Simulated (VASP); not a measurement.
OSZICAR of a VASP run on TiB2 (AlB2 type):

File OSZICAR:
```
       N       E                     dE             d eps       ncg     rms          rms(c)
DAV:   1     0.156716454702E+03    0.15672E+03   -0.11602E+04  1820   0.203E+03
DAV:   2    -0.164237525118E+02   -0.17314E+03   -0.16850E+03  1845   0.454E+02
DAV:   3    -0.289225427827E+02   -0.12499E+02   -0.12260E+02  2693   0.108E+02
DAV:   4    -0.294237455991E+02   -0.50120E+00   -0.49887E+00  2375   0.200E+01
DAV:   5    -0.294364032121E+02   -0.12658E-01   -0.12657E-01  2636   0.295E+00    0.155E+01
DAV:   6    -0.243511013324E+02    0.50853E+01   -0.27958E+01  2446   0.582E+01    0.373E+00
DAV:   7    -0.243638114044E+02   -0.12710E-01   -0.20661E+00  2089   0.168E+01    0.300E+00
DAV:   8    -0.243708922867E+02   -0.70809E-02   -0.22610E-01  2573   0.462E+00    0.889E-01
DAV:   9    -0.243591148246E+02    0.11777E-01   -0.10692E-01  2369   0.427E+00    0.311E-01
DAV:  10    -0.243580892691E+02    0.10256E-02   -0.61528E-03  2222   0.104E+00    0.608E-02
DAV:  11    -0.243581276719E+02   -0.38403E-04   -0.76830E-04  2716   0.340E-01    0.549E-02
DAV:  12    -0.243580978042E+02    0.29868E-04   -0.19782E-04  2484   0.188E-01    0.101E-02
DAV:  13    -0.243580976440E+02    0.16020E-06   -0.95809E-06  2301   0.379E-02
   1 F= -.24358098E+02 E0= -.24357661E+02  d E =-.131028E-02
```

**Question.** Which electronic solver shows in the log?

**Answer.** It is blocked Davidson (ALGO = Normal, or the opening steps of other solvers). The INCAR had ALGO = Normal.

**Question.** Can the final energy be trusted as converged?

**Answer.** The calculation finished and met its thresholds. It stopped with EDIFF = 1E-6, NELM = 100 (PBE GGA, plane waves, VASP's PBE PAW potentials (set 64)).

The compound is TiB2 in the AlB2 type structure. The cell was not relaxed at this level. The run is one of a series of settings (ENCUT = 750 against the base run), some of them coarse on purpose.
